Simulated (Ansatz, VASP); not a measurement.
**ZnSN4 in VASP and in Ansatz**

File INCAR:

```
SYSTEM = ZnSN4
PREC = Accurate
ENCUT = 520
EDIFF = 1E-7
ISMEAR = -1
SIGMA = 0.1
LREAL = .False.
LASPH = .True.
NELM = 60
ALGO = Normal
ISIF = 2
LWAVE = .False.
LCHARG = .False.
GGA = PS
NBANDS = 28
```

Contents of KPOINTS:

```
Automatic mesh
0
Gamma
  8 8 8
  0 0 0
```

POSCAR

```
ZnSN4
1.0
    0.0000000000      3.6089250000      3.6089250000
    3.6089250000      0.0000000000      3.6089250000
    3.6089250000      3.6089250000      0.0000000000
S N Zn
1 4 1
Direct
    0.0000000000      0.0000000000      0.0000000000
    0.8800000000      0.8800000000      0.8800000000
    0.8800000000      0.8800000000      0.3600000000
    0.3600000000      0.8800000000      0.8800000000
    0.8800000000      0.3600000000      0.8800000000
    0.7500000000      0.7500000000      0.7500000000
```

Input for Ansatz:

```yaml
crystal:
  lattice:
    - [0.0, 3.608925, 3.608925]
    - [3.608925, 0.0, 3.608925]
    - [3.608925, 3.608925, 0.0]
  atoms:
    - { symbol: S, position: [0.0, 0.0, 0.0] }
    - { symbol: "N", position: [0.88, 0.88, 0.88] }
    - { symbol: "N", position: [0.88, 0.88, 0.36] }
    - { symbol: "N", position: [0.36, 0.88, 0.88] }
    - { symbol: "N", position: [0.88, 0.36, 0.88] }
    - { symbol: Zn, position: [0.75, 0.75, 0.75] }
  symmetry: { tolerance: 0.0003 }
kpoints:
  mp_grid: { grid: [8, 8, 8], shift: [0, 0, 0] }
  band_path:
    path:
      - [0.0, 0.0, 0.0]
      - [-0.5, -0.5, 0.0]
      - [-0.375, -0.375, 0.25]
      - [-0.375, 0.0, 0.375]
      - [0.0, 0.0, 0.0]
      - [0.0, 0.0, 0.5]
      - [-0.5, -0.25, 0.25]
      - [-0.5, -0.5, 0.0]
    npoints: 8
magnetization:
  spin_polarized: false
scf:
  occupations: { method: fermi_dirac }
  lower_state_search: "off"
  max_iter: 200
hamiltonian:
  pseudopotentials: { kind: paw }
  xc: pbesol
basis:
  ecutwfc: 420
  fft_grid_basis: typed
output:
  forces: true
  stress: true
  eigenvalues: true
  bader: true
  populations: true
  elf: true
  write_potential: true
  volumetric_format: npy
  dos:
    e_range: [-12, 8]
    de: 0.05
    projected: { site_lists: { "N": ["N"], S: [S], Zn: [Zn] } }
checkpoint:
  read: saved_state
```

Alike in both runs: task single point; functional PBEsol; k mesh 8 × 8 × 8; no spin polarisation.

|  | VASP | Ansatz |
| --- | --- | --- |
| version | VASP 6.6.1 | Ansatz 0.2.0 |
| potentials or method | VASP PAW PBE potentials, release 64 (S, N, Zn) | PAW plane waves |
| plane-wave cutoff (eV) | 520 | 420 |
| occupations | fermi-dirac, width 0.1 eV | fermi-dirac |
| valence electrons in the cell | 38 | 38 |

Ansatz gave:

| Property | Result |
| --- | --- |
| rms of the force components (eV/Å) | 3.254 |

Estimate VASP's values.

rms of the force components (eV/Å): 3.455.

Atom by atom the forces differ by 0.201 eV/Å (rms over components).

Caveats: the PAW data sets were made with another functional, which shifts forces and pressure a little (VASP).
